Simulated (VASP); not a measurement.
InAs:

```xyz
2
Lattice="0.0000 3.0536 3.0536 3.0536 0.0000 3.0536 3.0536 3.0536 0.0000" Properties=species:S:1:pos:R:3 pbc="T T T"
In    0.0000    0.0000    0.0000
As    1.5268    1.5268    1.5268
```

The cell was built by a generator and isn't the measured one.

| Quantity | Value |
| --- | --- |
| Program | VASP 6.6.1 |
| Task | relaxation of cell and atoms |
| Functional | PBE |
| Potentials or basis | VASP PAW PBE potentials, release 64 (In_d, As) |
| Cutoff | 600 eV |
| k mesh | 12 × 12 × 12 |
| Occupations | gaussian, width 0.1 eV |
| Spin | no spin polarisation |

At the start: pressure 2.1 GPa; volume 28.47 Å³/atom.

Q: Where does the relaxation end?

A: Over 5 steps the energy falls by 7.4 meV/atom and the volume is 29.63 Å³/atom (+4.1 %); space group F-43m (No. 216, to 0.05 Å).

The path:
```
step  energy change (eV)  largest force (eV/Å)  pressure (GPa)  volume (Å³)
   1              0.0000                0.0000            2.13        56.94
   2             -0.0130                0.0000           -0.70        60.13
   3             -0.0148                0.0000            0.02        59.25
   4             -0.0148                0.0000           -0.03        59.30
   5             -0.0148                0.0000            0.01        59.25
```

Final structure:
```cif
data_structure
_symmetry_space_group_name_H-M 'P 1'
_symmetry_Int_Tables_number 1
_cell_length_a 4.3760
_cell_length_b 4.3760
_cell_length_c 4.3760
_cell_angle_alpha 60.000
_cell_angle_beta 60.000
_cell_angle_gamma 60.000
_cell_volume 59.25
loop_
_atom_site_label
_atom_site_type_symbol
_atom_site_fract_x
_atom_site_fract_y
_atom_site_fract_z
_atom_site_occupancy
In1 In 0.00000 0.00000 0.00000 1
As1 As 0.25000 0.25000 0.25000 1
```
